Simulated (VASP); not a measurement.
Consider the following.

```
PbF2
1.0
    0.00000     3.06340     3.06340
    3.06340     0.00000     3.06340
    3.06340     3.06340     0.00000
Pb F
1 2
Direct
  0.00000   0.00000   0.00000
  0.25000   0.25000   0.25000
  0.75000   0.75000   0.75000
```

Calculation: revPBE GGA, VASP's PBE PAW potentials (set 64) (plane waves; VASP). Numerical set-up: 520 eV cut-off, 6×6×6 Γ-centred mesh, Gaussian smearing of 0.050 eV, potentials Pb_d F.

Unless said otherwise, spin-orbit coupling is left out, though it shifts the bands of the heavy elements here.

Q: Predict the energy per atom (σ→0), pressure, band gap (on the k-mesh) with the smallest direct gap where there is one.

A: 
- band gap (on the k-mesh) = 4.48 eV
- smallest direct gap (on the k-mesh) = 4.64 eV
- energy per atom (σ→0) = -4.521 eV/atom
- pressure = -1.65 GPa

The absolute energy has meaning only against runs of the same code, potentials and settings.

The compound is PbF2 in the fluorite structure, the β form. This cell is one point of a volume scan, at 1.03 of the reference volume.
